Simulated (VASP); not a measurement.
```xyz
6
Lattice="3.6495 0.0000 0.0000 -1.8248 3.1606 0.0000 0.0000 0.0000 12.0729" Properties=species:S:1:pos:R:3 pbc="T T T"
Sn     0.0000     2.1070     7.5458
Sn     1.8248     1.0535     1.5093
S      1.8248     1.0535     9.0205
S      0.0000     2.1070     2.9840
S      0.0000     0.0000     0.0339
S      0.0000     0.0000     6.0704
```

All values below come from PBEsol GGA, VASP's PBE PAW potentials (set 64) (plane waves; VASP). Run with 400 eV cut-off, 8×8×2 Γ-centred mesh, tetrahedra with Blöchl corrections, potentials Sn_d S.

The cores are frozen, which limits the accuracy of field gradients. Without a dispersion term in the relaxation, distances and binding between the weakly bound layers, chains or molecules are unreliable, and so is what depends on them.

Give the principal components of the electric field gradient (V/Å²) and the asymmetry η at each nucleus.

```json
[
 {"atom": "Sn1", "Vxx": "-4.5", "Vyy": "-4.5", "Vzz": "9.1", "η": "0.00"},
 {"atom": "Sn2", "Vxx": "-4.5", "Vyy": "-4.5", "Vzz": "9.1", "η": "0.00"},
 {"atom": "S3", "Vxx": "21.8", "Vyy": "21.8", "Vzz": "-43.6", "η": "0.00"},
 {"atom": "S4", "Vxx": "21.8", "Vyy": "21.8", "Vzz": "-43.6", "η": "0.00"},
 {"atom": "S5", "Vxx": "22.1", "Vyy": "22.1", "Vzz": "-44.2", "η": "0.00"},
 {"atom": "S6", "Vxx": "22.1", "Vyy": "22.1", "Vzz": "-44.2", "η": "0.00"}
]
```

The structure comes from a computed database's SnS2 entry (P6_3mc); how it stands against other phases isn't given here. It was relaxed first.
